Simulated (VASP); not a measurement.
Calculation: PBEsol GGA, VASP's PBE PAW potentials (set 64) (plane waves; VASP).

VASP ran on this input.

### POSCAR
```
ScZr3N4
1.0
  0.0000000000   2.2663235131   2.2663235131
  2.2663235131   0.0000000000   2.2663235131
  9.0709815402   9.0709815402  -0.0056874879
Zr N Sc
3 4 1
direct
  0.0018817543   0.0018817543   0.9985886842
  1.0000000000   0.0000000000   0.2500000000
  0.9981182457   0.9981182457   0.5014113158
  0.5018561274   0.5018561274   0.1236079045
  0.4981438726   0.4981438726   0.3763920955
  0.4980343820   0.4980343820   0.6264742135
  0.5019656180   0.5019656180   0.8735257865
  1.0000000000   0.0000000000   0.7500000000
```

### KPOINTS
```
Automatic mesh
0
Gamma
13 13 4
0 0 0
```

### INCAR
```
ALGO=Normal
EDIFF=1E-7
ENCUT=520
GGA=PS
ISIF=2
ISMEAR=-5
LASPH=.TRUE.
LCHARG=.TRUE.
LEFG=.TRUE.
LMAXMIX=4
LORBIT=11
LREAL=.FALSE.
LWAVE=.FALSE.
NEDOS=601
NELM=100
PREC=Accurate
SYSTEM=ScZr3N4
```

POTCAR, in this order: Zr_sv N Sc_sv (PBE.64 set). Program: vasp_std.

The resulting files:

File OSZICAR:
```
       N       E                     dE             d eps       ncg     rms          rms(c)
DAV:   1     0.937315234327E+03    0.93732E+03   -0.33904E+04 15120   0.178E+03
DAV:   2     0.422879153723E+02   -0.89503E+03   -0.87433E+03 15808   0.570E+02
DAV:   3    -0.882878995534E+02   -0.13058E+03   -0.12709E+03 24456   0.183E+02
DAV:   4    -0.976277909602E+02   -0.93399E+01   -0.92333E+01 24056   0.525E+01
DAV:   5    -0.981277808274E+02   -0.49999E+00   -0.49758E+00 24280   0.948E+00    0.442E+01
DAV:   6    -0.844900586943E+02    0.13638E+02   -0.88779E+01 21056   0.467E+01    0.200E+01
DAV:   7    -0.842402617708E+02    0.24980E+00   -0.82333E+00 26056   0.141E+01    0.105E+01
DAV:   8    -0.841574266017E+02    0.82835E-01   -0.83380E-01 21880   0.888E+00    0.124E+00
DAV:   9    -0.841482380090E+02    0.91886E-02   -0.21100E-01 25912   0.334E+00    0.717E-01
DAV:  10    -0.841468279702E+02    0.14100E-02   -0.25048E-02 23808   0.109E+00    0.378E-01
DAV:  11    -0.841467905389E+02    0.37431E-04   -0.39367E-03 20712   0.436E-01    0.129E-01
DAV:  12    -0.841467808043E+02    0.97346E-05   -0.52953E-04 25672   0.176E-01    0.500E-02
DAV:  13    -0.841467995901E+02   -0.18786E-04   -0.76037E-05 22928   0.626E-02    0.246E-02
DAV:  14    -0.841467825475E+02    0.17043E-04   -0.87480E-06 24400   0.202E-02    0.101E-02
DAV:  15    -0.841467803278E+02    0.22197E-05   -0.19668E-06 22520   0.109E-02    0.292E-03
DAV:  16    -0.841467813923E+02   -0.10645E-05   -0.32577E-07 16008   0.367E-03    0.132E-03
DAV:  17    -0.841467816340E+02   -0.24167E-06   -0.69760E-08 12016   0.248E-03    0.392E-04
DAV:  18    -0.841467817028E+02   -0.68807E-07   -0.21128E-08 11912   0.187E-03
   1 F= -.84146782E+02 E0= -.84146782E+02  d E =0.000000E+00
```

**OUTCAR**
```
------------------------ aborting loop because EDIFF is reached ----------------------------------------
  FORCE on cell =-STRESS in cart. coord.  units (eV):
  Direction    XX          YY          ZZ          XY          YZ          ZX
  --------------------------------------------------------------------------------------
  Total        0.0047538      0.0047538      0.0047538      0.0391135     -0.0391135     -0.0391135
  in kB        0.0817120      0.0817120      0.0817120      0.6723154     -0.6723154     -0.6723154
  external PRESSURE =       0.0817120 kB  Pullay stress =       0.0000000 kB
  volume of cell :       93.21
      direct lattice vectors                 reciprocal lattice vectors
     0.000000000  2.266323513  2.266323513    -0.220552492  0.220690778  0.220552492
     2.266323513  0.000000000  2.266323513     0.220690778 -0.220552492  0.220552492
     9.070981540  9.070981540 -0.005687488     0.055103552  0.055103552 -0.055103552
 POSITION                                       TOTAL-FORCE (eV/Angst)
 -----------------------------------------------------------------------------------
      9.06244      9.06244      0.00285        -0.017469     -0.017469      0.017469
      2.26775      2.26775     -0.00142        -0.000000     -0.000000     -0.000000
      6.81035      6.81035      4.52127         0.017469      0.017469     -0.017469
      2.25861      2.25861      2.27403        -0.011398     -0.011398      0.011398
      4.54320      4.54320      2.25577         0.011398      0.011398     -0.011398
      6.81144      6.81144      2.25385        -0.008772     -0.008772      0.008772
      9.06135      9.06135      2.27026         0.008772      0.008772     -0.008772
      6.80324      6.80324     -0.00427        -0.000000     -0.000000     -0.000000
 -----------------------------------------------------------------------------------
    total drift:                                0.000000      0.000000     -0.000000
  FREE ENERGIE OF THE ION-ELECTRON SYSTEM (eV)
  ---------------------------------------------------
  free  energy   TOTEN  =       -84.1467817028 eV

  energy  without entropy=      -84.1467817028  energy(sigma->0) =      -84.14678170

 total charge

# of ion       s       p       d       tot
------------------------------------------
    1        2.173   6.042   1.685   9.900
    2        2.167   6.036   1.716   9.919
    3        2.173   6.042   1.685   9.900
    4        1.238   2.477   0.000   3.715
    5        1.238   2.477   0.000   3.715
    6        1.237   2.461   0.000   3.698
    7        1.237   2.461   0.000   3.698
    8        2.199   6.244   1.203   9.646
--------------------------------------------------
tot         13.663  34.240   6.289  54.192
```
(Selected blocks of OUTCAR.)

For a metal the tetrahedron method with Blöchl corrections gives inexact stress and forces.

The structure was generated: ScZr3N4 was put into an ordered model structure (R-3m), which need not be its known phase. It was relaxed first. The electron count is odd and the run is not spin-polarised, which forces a metal.
